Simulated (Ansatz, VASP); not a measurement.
One calculation of NaBe2Se2, two programs

```xyz
5
Lattice="3.6723 0.0000 0.0000 -1.8361 3.1803 0.0000 0.0000 0.0000 8.0112" Properties=species:S:1:pos:R:3 pbc="T T T"
Na    0.0000    0.0000    4.0056
Be    0.0000    2.1202    1.1728
Be    0.0000    2.1202    6.8384
Se    1.8362    1.0601    1.8307
Se    1.8362    1.0601    6.1804
```

The cell was built by a generator and needn't be a form met in nature.

Alike in both runs: task relaxation of cell and atoms; functional PBEsol; dispersion D3(BJ); k mesh 6 × 6 × 3; occupations fermi-dirac, width 0.05 eV; no spin polarisation.

```csv
,VASP,Ansatz
version,VASP 6.6.1,Ansatz 0.2.0
potentials or method,"VASP PAW PBE potentials, release 64 (Na_pv, Be, Se)",Ansatz PAW
plane-wave cutoff (eV),600,420
valence electrons in the cell,23,45
```

```csv
,VASP,Ansatz,Ansatz less VASP
"gap on the k mesh at the Fermi level, each at its own relaxed structure (eV)",none,none,-
relaxed volume (Å³/atom),17.42,17.36,-0.056
relaxed cell length with the largest relative difference (Å),3.606,3.601,-0.0044
energy change over the relaxation (meV/atom),-15,-17,-1.5
```

A gap of «none» marks a metal or a gap that the smearing closes. The two sets of potentials don't hold the same shells in valence.

Caveats: pairwise dispersion overbinds metals, which lowers pressure and volume; the PAW data sets were made with another functional, which shifts forces and pressure a little (VASP); the plane-wave basis is chosen anew once the cell has moved, so the energies of steps on either side of that aren't comparable (Ansatz); the PAW data sets come from PBE, with cores solved anew for the run's functional, which leaves a small shift of forces and pressure (Ansatz).
